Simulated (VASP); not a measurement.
Output of a VASP run:

### OUTCAR
```
 ion  position               nearest neighbor table
   1  0.000  0.000  0.000-   4 2.09   4 2.09   4 2.09   3 2.09   3 2.09   3 2.09   2 2.95   2 2.95
                             2 2.95   2 2.95   2 2.95   2 2.95
   2  0.500  0.500  0.500-   3 2.09   3 2.09   3 2.09   4 2.09   4 2.09   4 2.09   1 2.95   1 2.95
                             1 2.95   1 2.95   1 2.95   1 2.95
   3  0.250  0.250  0.250-   1 2.09   1 2.09   1 2.09   2 2.09   2 2.09   2 2.09
   4  0.750  0.750  0.750-   2 2.09   2 2.09   2 2.09   1 2.09   1 2.09   1 2.09
  LATTYP: Found a trigonal (rhomboedric) cell.
 ALAT       =     5.1042145444
 COS(alpha) =     0.8330008090
 Subroutine PRICEL returns following result:
  LATTYP: Found a trigonal (rhomboedric) cell.
 ALAT       =     2.9476544914
 COS(alpha) =     0.4992521933
 Subroutine GETGRP returns: Found 12 space group operations
The static configuration has the point symmetry D_3d.
The dynamic configuration has the point symmetry D_3d.
The overall configuration has the point symmetry D_3d.
 Subroutine INISYM returns: Found 12 space group operations
 Subroutine IBZKPT returns following result:
 Found     65 irreducible k-points:

 Following reciprocal coordinates:
            Coordinates               Weight
  0.000000  0.000000  0.000000      1.000000
  0.125000 -0.000000 -0.000000      6.000000
  0.250000 -0.000000 -0.000000      6.000000
  0.375000 -0.000000 -0.000000      6.000000
  0.500000 -0.000000 -0.000000      3.000000
  0.125000  0.125000 -0.000000      6.000000
  0.250000  0.125000 -0.000000     12.000000
  0.375000  0.125000 -0.000000     12.000000
  0.500000  0.125000  0.000000     12.000000
 -0.375000  0.125000  0.000000     12.000000
 -0.250000  0.125000  0.000000     12.000000
 -0.125000  0.125000  0.000000      6.000000
  0.250000  0.250000 -0.000000      6.000000
  0.375000  0.250000 -0.000000     12.000000
  0.500000  0.250000 -0.000000     12.000000
 -0.375000  0.250000  0.000000     12.000000
 -0.250000  0.250000  0.000000      6.000000
  0.375000  0.375000 -0.000000      6.000000
  0.500000  0.375000 -0.000000     12.000000
 -0.375000  0.375000  0.000000      6.000000
  0.500000  0.500000 -0.000000      3.000000
  0.125000  0.125000  0.125000      2.000000
  0.250000  0.125000  0.125000      6.000000
  0.375000  0.125000  0.125000      6.000000
  0.500000  0.125000  0.125000      6.000000
 -0.375000  0.125000  0.125000      6.000000
 -0.250000  0.125000  0.125000      6.000000
 -0.125000  0.125000  0.125000      6.000000
  0.250000  0.250000  0.125000      6.000000
  0.375000  0.250000  0.125000     12.000000
  0.500000  0.250000  0.125000     12.000000
 -0.375000  0.250000  0.125000     12.000000
 -0.250000  0.250000  0.125000     12.000000
 -0.125000  0.250000  0.125000     12.000000
  0.375000  0.375000  0.125000      6.000000
  0.500000  0.375000  0.125000     12.000000
 -0.375000  0.375000  0.125000     12.000000
 -0.250000  0.375000  0.125000     12.000000
 -0.125000  0.375000  0.125000     12.000000
  0.500000  0.500000  0.125000      6.000000
   k-points           NKPTS =     65   k-points in BZ     NKDIM =     65   number of bands    NBANDS=     20
   number of dos      NEDOS =    301   number of ions     NIONS =      4
   total plane-waves  NPLWV =  64000
   dimension x,y,z NGX =    40 NGY =   40 NGZ =   40
   dimension x,y,z NGXF=    80 NGYF=   80 NGZF=   80
   ions per type =               2   2
   PREC   = accura    normal or accurate (medium, high low for compatibility)
   ISTART =      0    job   : 0-new  1-cont  2-samecut
   ICHARG =      2    charge: 1-file 2-atom 10-const
   ISPIN  =      2    spin polarized calculation?
   LNONCOLLINEAR =      F non collinear calculations
   LSORBIT =      F    spin-orbit coupling
   INIWAV =      1    electr: 0-lowe 1-rand  2-diag
   ENCUT  =  520.0 eV  38.22 Ry    6.18 a.u.   9.49  9.49  9.49*2*pi/ulx,y,z
   NELM   =    100;   NELMIN=  2; NELMDL= -5     # of ELM steps
   EDIFF  = 0.1E-05   stopping-criterion for ELM
...
```

### OSZICAR
```
       N       E                     dE             d eps       ncg     rms          rms(c)
DAV:   1     0.257078054706E+03    0.25708E+03   -0.15933E+04  5312   0.211E+03
DAV:   2     0.307435624689E+01   -0.25400E+03   -0.23805E+03  5376   0.409E+02
DAV:   3    -0.267467068578E+02   -0.29821E+02   -0.28357E+02  5948   0.158E+02
DAV:   4    -0.277111915820E+02   -0.96448E+00   -0.95768E+00  5848   0.304E+01
DAV:   5    -0.277380434587E+02   -0.26852E-01   -0.26838E-01  6164   0.474E+00    0.207E+01
DAV:   6    -0.250637175379E+02    0.26743E+01   -0.49336E+01  7880   0.114E+02    0.228E+01
DAV:   7    -0.233072047964E+02    0.17565E+01   -0.78548E+00  6616   0.879E+01    0.944E+00
DAV:   8    -0.235423805791E+02   -0.23518E+00   -0.24961E+00  5872   0.133E+01    0.628E+00
DAV:   9    -0.234652327476E+02    0.77148E-01   -0.14805E-01  8104   0.103E+01    0.138E+00
DAV:  10    -0.234814695025E+02   -0.16237E-01   -0.67368E-02  6748   0.352E+00    0.559E-01
DAV:  11    -0.234806472507E+02    0.82225E-03   -0.61833E-03  7884   0.215E+00    0.130E-01
DAV:  12    -0.234809018854E+02   -0.25463E-03   -0.24415E-03  7352   0.548E-01    0.726E-02
DAV:  13    -0.234808746611E+02    0.27224E-04   -0.11803E-04  7432   0.136E-01    0.305E-02
DAV:  14    -0.234808792931E+02   -0.46320E-05   -0.65897E-05  7668   0.776E-02    0.243E-02
DAV:  15    -0.234808772494E+02    0.20437E-05   -0.70214E-06  5548   0.382E-02    0.102E-02
DAV:  16    -0.234808769399E+02    0.30953E-06   -0.52466E-06  5264   0.295E-02
   1 F= -.24283994E+02 E0= -.24283994E+02  d E =-.242840E+02  mag=    -0.0000
```

OUTCAR:
```
------------------------ aborting loop because EDIFF is reached ----------------------------------------
 Edisp (eV)   -0.80312
  FORCE on cell =-STRESS in cart. coord.  units (eV):
  Direction    XX          YY          ZZ          XY          YZ          ZX
  --------------------------------------------------------------------------------------
  Total       0.01903     0.01903     0.01903    -0.04935    -0.04935    -0.04935
  in kB       0.84094     0.84094     0.84094    -2.18041    -2.18041    -2.18041
  external pressure =        0.84 kB  Pullay stress =        0.00 kB
  volume of cell :       36.26
      direct lattice vectors                 reciprocal lattice vectors
     4.168612376  2.082747821  2.082747821     0.359607958 -0.119809556 -0.119809556
     2.082747821  4.168612376  2.082747821    -0.119809556  0.359607958 -0.119809556
     2.082747821  2.082747821  4.168612376    -0.119809556 -0.119809556  0.359607958
 POSITION                                       TOTAL-FORCE (eV/Angst)
 -----------------------------------------------------------------------------------
      0.00000      0.00000      0.00000         0.000000      0.000000      0.000000
      4.16705      4.16705      4.16705         0.000000      0.000000      0.000000
      2.08353      2.08353      2.08353         0.000000     -0.000000     -0.000000
      6.25058      6.25058      6.25058        -0.000000     -0.000000     -0.000000
 -----------------------------------------------------------------------------------
    total drift:                                0.000000     -0.000000     -0.000000
  FREE ENERGIE OF THE ION-ELECTRON SYSTEM (eV)
  ---------------------------------------------------
  free  energy   TOTEN  =       -24.2839941166 eV

  energy  without entropy=      -24.2839941166  energy(sigma->0) =      -24.28399412

 total charge

# of ion       s       p       d       tot
------------------------------------------
    1        0.331   0.406   8.268   9.005
    2        0.331   0.406   8.268   9.005
    3        1.562   3.413   0.000   4.975
    4        1.562   3.413   0.000   4.975
--------------------------------------------------
tot          3.786   7.637  16.537  27.960

 magnetization (x)

# of ion       s       p       d       tot
------------------------------------------
    1       -0.010  -0.014   1.364   1.341
    2        0.010   0.014  -1.364  -1.341
    3        0.000   0.000   0.000   0.000
    4        0.000   0.000   0.000   0.000
--------------------------------------------------
tot          0.000   0.000   0.000   0.000

 reached required accuracy - stopping structural energy minimisation
```
(Selected blocks of OUTCAR.)

POSCAR:
```
NiO
1
    4.1686123764     2.0827478209     2.0827478209
    2.0827478209     4.1686123764     2.0827478209
    2.0827478209     2.0827478209     4.1686123764
Ni O
2 2
Direct
  0.0000000000   0.0000000000   0.0000000000
  0.5000000000   0.5000000000   0.5000000000
  0.2500000000   0.2500000000   0.2500000000
  0.7500000000   0.7500000000   0.7500000000
```

Write an INCAR and KPOINTS that could have produced this output.

This is not unique; one that fits is the input of the run itself, PBE GGA with D3 dispersion (zero damping), plane waves, VASP's PBE PAW potentials (set 64).

### INCAR
```
ALGO  =  Normal
EDIFF  =  1E-6
EDIFFG  =  -0.02
ENCUT  =  520
GGA  =  PE
IBRION  =  2
ISIF  =  3
ISMEAR  =  0
ISPIN  =  2
IVDW  =  11
LASPH  =  T
LCHARG  =  F
LMAXMIX  =  4
LORBIT  =  10
LREAL  =  F
LWAVE  =  F
MAGMOM  =  2.0 -2.0 2*0.0
NELM  =  100
NSW  =  60
PREC  =  Accurate
SIGMA  =  0.05
SYSTEM  =  NiO
```

KPOINTS:
```
K-points
0
gamma
  8 8 8
0 0 0
```

POTCAR, in this order: Ni O (PBE.64 set). Program: vasp_std.

The compound is NiO in the rock salt, AFM-II order structure. It was relaxed first. The start is the result of an earlier pass.
